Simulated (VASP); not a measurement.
# Sr3SbP (Pm-3m) in VASP: single point with LDA

Aim: the single point of Sr3SbP with LDA.

Everything below comes from runs of VASP 6.6.1. Logs are shortened: lines on timing, memory, paths and dates and some standing lists are left out, and cuts for length are marked.

## (1) The structure

It takes space group Pm-3m (No. 221, cubic). The conventional cell has a = 5.740 Å, b = 5.740 Å, c = 5.740 Å, α = 90.00°, β = 90.00°, γ = 90.00°. Sr (site symmetry 4/mmm) is surrounded by 2 P at 2.87 Å. Around Sb (site symmetry m-3m) lie 12 Sr at 4.06 Å. P (site symmetry m-3m) has 6 Sr at 2.87 Å as nearest neighbours.

The cell comes from a database or a generator and needn't be the stable form of this composition.

## (2) Single point, LDA

INCAR

```
PREC = Accurate
ENCUT = 520
EDIFF = 1E-6
ISMEAR = 0
SIGMA = 0.1
LREAL = False
LASPH = True
NELM = 100
ALGO = Normal
ISIF = 2
LWAVE = False
LCHARG = False
GGA = CA
NBANDS = 28
```

KPOINTS

```
regular mesh
0
Gamma
  4 4 4
```

POSCAR

```
Sr3SbP
1.0
    5.7400000000      0.0000000000      0.0000000000
    0.0000000000      5.7400000000      0.0000000000
    0.0000000000      0.0000000000      5.7400000000
Sr Sb P
3 1 1
Direct
    0.0000000000      0.5000000000      0.5000000000
    0.5000000000      0.0000000000      0.5000000000
    0.5000000000      0.5000000000      0.0000000000
    0.0000000000      0.0000000000      0.0000000000
    0.5000000000      0.5000000000      0.5000000000
```

Potentials or basis: VASP PAW LDA potentials, release 64 (Sr_sv, Sb, P).

Launch:

```console
$ cat potpaw_LDA.64/Sr_sv/POTCAR potpaw_LDA.64/Sb/POTCAR potpaw_LDA.64/P/POTCAR > POTCAR
$ mpirun -np 1 vasp_std > vasp.out
```

OUTCAR:

```text
PREC = Accurate
   ENCUT = 520
   EDIFF = 1E-6
   ISMEAR = 0
   LREAL = False
   LASPH = True
   NELM = 100
   ISIF = 2
   GGA = CA

 ion  position               nearest neighbor table
   1  0.000  0.500  0.500-   5 2.87   5 2.87   4 4.06   2 4.06   3 4.06   4 4.06   2 4.06   4 4.06
                             4 4.06   2 4.06   3 4.06   3 4.06   3 4.06   2 4.06
   2  0.500  0.000  0.500-   5 2.87   5 2.87   4 4.06   1 4.06   3 4.06   4 4.06   1 4.06   3 4.06
                             3 4.06   3 4.06   1 4.06   4 4.06   4 4.06   1 4.06
   3  0.500  0.500  0.000-   5 2.87   5 2.87   4 4.06   1 4.06   1 4.06   2 4.06   2 4.06   2 4.06
                             4 4.06   2 4.06   1 4.06   4 4.06   1 4.06   4 4.06
   4  0.000  0.000  0.000-   1 4.06   2 4.06   3 4.06   1 4.06   2 4.06   1 4.06   3 4.06   1 4.06
                             2 4.06   3 4.06   2 4.06   3 4.06
   5  0.500  0.500  0.500-   1 2.87   2 2.87   3 2.87   3 2.87   2 2.87   1 2.87

  LATTYP: Found a simple cubic cell.
 ALAT       =     5.7400000000

  Lattice vectors:

 A1 = (   5.7400000000,   0.0000000000,   0.0000000000)
 A2 = (   0.0000000000,   5.7400000000,   0.0000000000)
 A3 = (   0.0000000000,   0.0000000000,   5.7400000000)

Analysis of symmetry for initial positions (statically):
=====================================================================
 Subroutine PRICEL returns:
 Original cell was already a primitive cell.

 Routine SETGRP: Setting up the symmetry group for a
 simple cubic supercell.

 Subroutine GETGRP returns: Found 48 space group operations
 (whereof 48 operations were pure point group operations)
 out of a pool of 48 trial point group operations.

The static configuration has the point symmetry O_h .

Analysis of symmetry for dynamics (positions and initial velocities):
=====================================================================
 Subroutine PRICEL returns:
 Original cell was already a primitive cell.

 Routine SETGRP: Setting up the symmetry group for a
 simple cubic supercell.

 Subroutine GETGRP returns: Found 48 space group operations
 (whereof 48 operations were pure point group operations)
 out of a pool of 48 trial point group operations.

The dynamic configuration has the point symmetry O_h .

 Subroutine INISYM returns: Found 48 space group operations
 (whereof 48 operations are pure point group operations),
 and found     1 'primitive' translations

----------------------------------------------------------------------------------------

                                     Primitive cell

  volume of cell :     189.1192

  direct lattice vectors                    reciprocal lattice vectors
     5.740000000  0.000000000  0.000000000     0.174216028  0.000000000  0.000000000
     0.000000000  5.740000000  0.000000000     0.000000000  0.174216028  0.000000000
     0.000000000  0.000000000  5.740000000     0.000000000  0.000000000  0.174216028

  length of vectors
     5.740000000  5.740000000  5.740000000     0.174216028  0.174216028  0.174216028

  position of ions in fractional coordinates (direct lattice)
     0.000000000  0.500000000  0.500000000
     0.500000000  0.000000000  0.500000000
     0.500000000  0.500000000  0.000000000
     0.000000000  0.000000000  0.000000000
     0.500000000  0.500000000  0.500000000

  ion indices of the primitive-cell ions
   primitive index   ion index
                 1           1
                 2           2
                 3           3
                 4           4
                 5           5

----------------------------------------------------------------------------------------

 KPOINTS: regular mesh

Automatic generation of k-mesh.
 Grid dimensions read from file:
 generate k-points for:    4    4    4

 Generating k-lattice:

  Cartesian coordinates                     Fractional coordinates (reciprocal lattice)
     0.043554007  0.000000000  0.000000000     0.250000000  0.000000000  0.000000000
     0.000000000  0.043554007  0.000000000     0.000000000  0.250000000  0.000000000
     0.000000000  0.000000000  0.043554007     0.000000000  0.000000000  0.250000000

  Length of vectors
     0.043554007  0.043554007  0.043554007

  Shift w.r.t. Gamma in fractional coordinates (k-lattice)
     0.000000000  0.000000000  0.000000000

 Subroutine IBZKPT returns following result:
 ===========================================

 Found     10 irreducible k-points:

 Following reciprocal coordinates:
            Coordinates               Weight
  0.000000  0.000000  0.000000      1.000000
  0.250000  0.000000  0.000000      6.000000
  0.500000  0.000000  0.000000      3.000000
  0.250000  0.250000  0.000000     12.000000
  0.500000  0.250000  0.000000     12.000000
  0.500000  0.500000  0.000000      3.000000
  0.250000  0.250000  0.250000      8.000000
  0.500000  0.250000  0.250000     12.000000
  0.500000  0.500000  0.250000      6.000000
  0.500000  0.500000  0.500000      1.000000
   k-points           NKPTS =     10   k-points in BZ     NKDIM =     10   number of bands    NBANDS=     28
   number of dos      NEDOS =    301   number of ions     NIONS =      5
   total plane-waves  NPLWV = 110592
   dimension x,y,z NGX =    48 NGY =   48 NGZ =   48
   dimension x,y,z NGXF=    96 NGYF=   96 NGZF=   96
   ions per type =               3   1   1
   NGX,Y,Z   is equivalent  to a cutoff of  13.90, 13.90, 13.90 a.u.
   NGXF,Y,Z  is equivalent  to a cutoff of  27.80, 27.80, 27.80 a.u.
 SYSTEM =  unknown system
   PREC   = accura    normal or accurate (medium, high low for compatibility)
   ISTART =      0    job   : 0-new  1-cont  2-samecut
   ICHARG =      2    charge: 1-file 2-atom 10-const
   ISPIN  =      1    spin polarized calculation?
   LNONCOLLINEAR =      F non collinear calculations
   LSORBIT =      F    spin-orbit coupling
   LASPH  =      T    aspherical Exc in radial PAW
   ENCUT  =  520.0 eV  38.22 Ry    6.18 a.u.  10.67 10.67 10.67*2*pi/ulx,y,z
   NELM   =    100;   NELMIN=  2; NELMDL= -5     # of ELM steps
   EDIFF  = 0.1E-05   stopping-criterion for ELM
   LREAL  =      F    real-space projection
   EDIFFG = 0.1E-04   stopping-criterion for IOM
   NSW    =      0    number of steps for IOM
   IBRION =     -1    ionic relax: 0-MD 1-quasi-New 2-CG
   NFREE  =      0    steps in history (QN), initial steepest desc. (CG)
   ISIF   =      2    stress and relaxation
   ISYM   =      2    0-nonsym 1-usesym 2-fastsym
   POTIM  = 0.5000    time-step for ionic-motion
   TEBEG  =    0.0;   TEEND  =   0.0 temperature during run
   PSTRESS=    0.0 pullay stress
   NELECT =      40.0000    total number of electrons
   NUPDOWN=      -1.0000    fix difference up-down
   EMIN   =  10.00;   EMAX   =-10.00  energy-range for DOS
   EFERMI =   0.00;   METHOD = LEGACY
   ISMEAR =     0;   SIGMA  =   0.10  broadening in eV -4-tet -1-fermi 0-gaus
   EFERMI_NEDOS =   21; number of points for ismear=-14 and -15
   IALGO  =     38    algorithm
   IMIX   =      4    mixing-type and parameters
     AMIX     =   0.40;   BMIX     =  1.00
     AMIX_MAG =   1.60;   BMIX_MAG =  1.00
  volume/ion in A,a.u.               =      37.82       255.25
  Fermi-wavevector in a.u.,A,eV,Ry     =   0.975400  1.843240 12.944664  0.951406
  Thomas-Fermi vector in A             =   2.105937
   LORBIT       =      0    0 simple, 1 ext, 2 COOP (PROOUT), +10 PAW based schemes
   GGA     = CA    functional components
   LHFCALC =     F    Hartree Fock is set to
   AEXX    =    0.0000 exact exchange contribution
   IVDW    =     0    specifies the selected vdW correction
   LEPSILON=     F    determine dielectric tensor
   LRPA    =     F    only Hartree local field effects (RPA)
 non-spin polarized calculation
 Gauss-broadening in eV      SIGMA  =   0.10
  energy-cutoff  :      520.00
  volume of cell :      189.12
 maximum number of plane-waves:      5112
 NGX is ok and might be reduce to    48
   NGX = 21   NGY = 21   NGZ = 21

 number of electron      40.0000001 magnetization

 Free energy of the ion-electron system (eV)
  ---------------------------------------------------
  ext. energy  EPLUGINS =         0.00000000
  ---------------------------------------------------
  free energy    TOTEN  =       -21.13012298 eV

  energy without entropy =      -21.12869831  energy(sigma->0) =      -21.12941065

 E-fermi :   2.5320     XC(G=0):  -8.4372

 val. band max:        2.4240594821   @ k =   0.0000   0.0000   0.0000
 cond. band min:       2.5940282892   @ k =   0.0000   0.0000   0.0000
 fundamental gap:      0.1699688072
 Fermi energy:         2.5320152374

 k-point     1 :       0.0000    0.0000    0.0000
  band No.  band energies     occupation
      1     -33.0064      2.00000
      2     -32.9744      2.00000
      3     -32.9744      2.00000
      4     -15.2644      2.00000
      5     -15.2644      2.00000
      6     -15.2644      2.00000
[... 20 lines left out ...]
     27       6.2580      0.00000
     28       6.2584      0.00000

 k-point     2 :       0.2500    0.0000    0.0000
  band No.  band energies     occupation
      1     -33.0023      2.00000
      2     -32.9784      2.00000
      3     -32.9744      2.00000
      4     -15.2443      2.00000
      5     -15.2443      2.00000
      6     -15.2385      2.00000
[... 20 lines left out ...]
     27       5.8456      0.00000
     28       6.6077      0.00000

 k-point     3 :       0.5000    0.0000    0.0000
  band No.  band energies     occupation
      1     -32.9957      2.00000
      2     -32.9849      2.00000
      3     -32.9744      2.00000
      4     -15.2162      2.00000
      5     -15.2162      2.00000
      6     -15.1828      2.00000
[... 182 lines left out ...]
      3     -32.9848      2.00000
      4     -15.3805      2.00000
      5     -15.2573      2.00000
      6     -15.2273      2.00000
[... 20 lines left out ...]
     27       5.6904      0.00000
     28       6.2596      0.00000

 k-point    10 :       0.5000    0.5000    0.5000
  band No.  band energies     occupation
      1     -32.9847      2.00000
      2     -32.9847      2.00000
      3     -32.9847      2.00000
      4     -15.4426      2.00000
      5     -15.2565      2.00000
      6     -15.2565      2.00000
[... 20 lines left out ...]
     27       5.4289      0.00000
     28       6.8156      0.00000

------------------------ aborting loop because EDIFF is reached ----------------------------------------

  FORCE on cell =-STRESS in cart. coord.  units (eV):
  Direction    XX          YY          ZZ          XY          YZ          ZX
  --------------------------------------------------------------------------------------
  -------------------------------------------------------------------------------------
  Total       -2.7201854     -2.7201854     -2.7201854      0.0000000     -0.0000000     -0.0000000
  in kB      -23.0448244    -23.0448244    -23.0448244      0.0000000     -0.0000000     -0.0000000
  external PRESSURE =     -23.0448244 kB  Pullay stress =       0.0000000 kB

 VOLUME and BASIS-vectors are now :
 -----------------------------------------------------------------------------
  energy-cutoff  :      520.00
  volume of cell :      189.12
      direct lattice vectors                 reciprocal lattice vectors
     5.740000000  0.000000000  0.000000000     0.174216028  0.000000000  0.000000000
     0.000000000  5.740000000  0.000000000     0.000000000  0.174216028  0.000000000
     0.000000000  0.000000000  5.740000000     0.000000000  0.000000000  0.174216028

 POSITION                                       TOTAL-FORCE (eV/Angst)
 -----------------------------------------------------------------------------------
      0.00000      2.87000      2.87000         0.000000      0.000000      0.000000
      2.87000      0.00000      2.87000         0.000000      0.000000      0.000000
      2.87000      2.87000      0.00000         0.000000      0.000000      0.000000
      0.00000      0.00000      0.00000         0.000000      0.000000      0.000000
      2.87000      2.87000      2.87000         0.000000      0.000000      0.000000
 -----------------------------------------------------------------------------------
    total drift:                                0.000000      0.000000     -0.000000

  FREE ENERGIE OF THE ION-ELECTRON SYSTEM (eV)
  ---------------------------------------------------
  free  energy   TOTEN  =       -21.1301229794 eV

  energy  without entropy=      -21.1286983118  energy(sigma->0) =      -21.12941065
```

Wall time 28 s (1 thread of Intel Xeon 6975P-C (Granite Rapids), shared host); peak memory 0.28 GiB.

Results:

```yaml
Free_energy: -21.1301 eV
Pressure: -2.3 GPa
Band_gap_on_the_k_mesh: 0.17 eV, direct
```

Caveat: spin-orbit coupling is left out, which moves the levels of the heavy elements. A hybrid or GW would open this gap; LDA tends to underestimate it.
